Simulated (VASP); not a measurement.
Method: PBE GGA, VASP's PBE PAW potentials (set 64) (plane waves; VASP).

The input files of a VASP run:

**KPOINTS**
```
K-points
0
Gamma
  5 5 7
```

INCAR:
```
ALGO = Normal
EDIFF = 1E-6
ENCUT = 300
GGA = PE
ISIF = 2
ISMEAR = -1
LASPH = .TRUE.
LCHARG = .FALSE.
LREAL = .FALSE.
LWAVE = .FALSE.
NELM = 100
PREC = Accurate
SIGMA = 0.01
SYSTEM = MgH2
```

File POSCAR:
```
MgH2
4.520
  1.0000000000   0.0000000000   0.0000000000
  0.0000000000   1.0000000000   0.0000000000
  0.0000000000   0.0000000000   0.6681415929
Mg H
2 4
Cart
  0.0000000000   0.0000000000   0.0000000000
  0.5000000000   0.5000000000   0.3340707965
  0.3040000000   0.3040000000   0.0000000000
  0.8040000000   0.1960000000   0.3340707965
  0.1960000000   0.8040000000   0.3340707965
  0.6960000000   0.6960000000   0.0000000000
```

POTCAR, in this order: Mg H (PBE.64 set). Program: vasp_std.

The run wrote:

File OSZICAR:
```
       N       E                     dE             d eps       ncg     rms          rms(c)
DAV:   1    -0.303583990177E+01   -0.30358E+01   -0.23540E+03   384   0.472E+02
DAV:   2    -0.183393726171E+02   -0.15304E+02   -0.14847E+02   520   0.709E+01
DAV:   3    -0.187789256278E+02   -0.43955E+00   -0.43955E+00   504   0.167E+01
DAV:   4    -0.187798408369E+02   -0.91521E-03   -0.91521E-03   576   0.748E-01
DAV:   5    -0.187798450714E+02   -0.42345E-05   -0.42346E-05   504   0.362E-02    0.641E+00
DAV:   6    -0.178986247776E+02    0.88122E+00   -0.68869E-01   400   0.494E+00    0.334E+00
DAV:   7    -0.175867332796E+02    0.31189E+00   -0.94880E-01   400   0.622E+00    0.512E-01
DAV:   8    -0.175954753565E+02   -0.87421E-02   -0.19327E-02   432   0.107E+00    0.957E-02
DAV:   9    -0.175953792592E+02    0.96097E-04   -0.82323E-04   560   0.208E-01    0.209E-02
DAV:  10    -0.175954069090E+02   -0.27650E-04   -0.42992E-05   456   0.570E-02    0.105E-02
DAV:  11    -0.175954053677E+02    0.15413E-05   -0.67461E-06   520   0.137E-02    0.182E-03
DAV:  12    -0.175954053525E+02    0.15198E-07   -0.18896E-07   232   0.362E-03
   1 F= -.17595405E+02 E0= -.17595405E+02  d E =-.278564E-11
```

### OUTCAR
```
------------------------ aborting loop because EDIFF is reached ----------------------------------------
  FORCE on cell =-STRESS in cart. coord.  units (eV):
  Direction    XX          YY          ZZ          XY          YZ          ZX
  --------------------------------------------------------------------------------------
  Total       -0.6806077     -0.6806077     -0.7797134      0.0000000      0.0000000      0.0000000
  in kB      -17.6735443    -17.6735443    -20.2470497      0.0000000      0.0000000      0.0000000
  external PRESSURE =     -18.5313794 kB  Pullay stress =       0.0000000 kB
  volume of cell :       61.70
      direct lattice vectors                 reciprocal lattice vectors
     4.520000000  0.000000000  0.000000000     0.221238938  0.000000000  0.000000000
     0.000000000  4.520000000  0.000000000     0.000000000  0.221238938  0.000000000
     0.000000000  0.000000000  3.020000000     0.000000000  0.000000000  0.331125828
 POSITION                                       TOTAL-FORCE (eV/Angst)
 -----------------------------------------------------------------------------------
      0.00000      0.00000      0.00000        -0.000000      0.000000     -0.000000
      2.26000      2.26000      1.51000        -0.000000      0.000000     -0.000000
      1.37408      1.37408      0.00000         0.010783      0.010783     -0.000000
      3.63408      0.88592      1.51000         0.010783     -0.010783      0.000000
      0.88592      3.63408      1.51000        -0.010783      0.010783     -0.000000
      3.14592      3.14592      0.00000        -0.010783     -0.010783      0.000000
 -----------------------------------------------------------------------------------
    total drift:                                0.000000     -0.000000      0.000000
  FREE ENERGIE OF THE ION-ELECTRON SYSTEM (eV)
  ---------------------------------------------------
  free  energy   TOTEN  =       -17.5954053525 eV

  energy  without entropy=      -17.5954053525  energy(sigma->0) =      -17.59540535
```
(Selected blocks of OUTCAR.)

At this cut-off the stress carries a Pulay error, which pulls relaxed volumes low.

The structure is a typed MgH2 crystal (P4_2/mnm). The cell was not relaxed at this level.
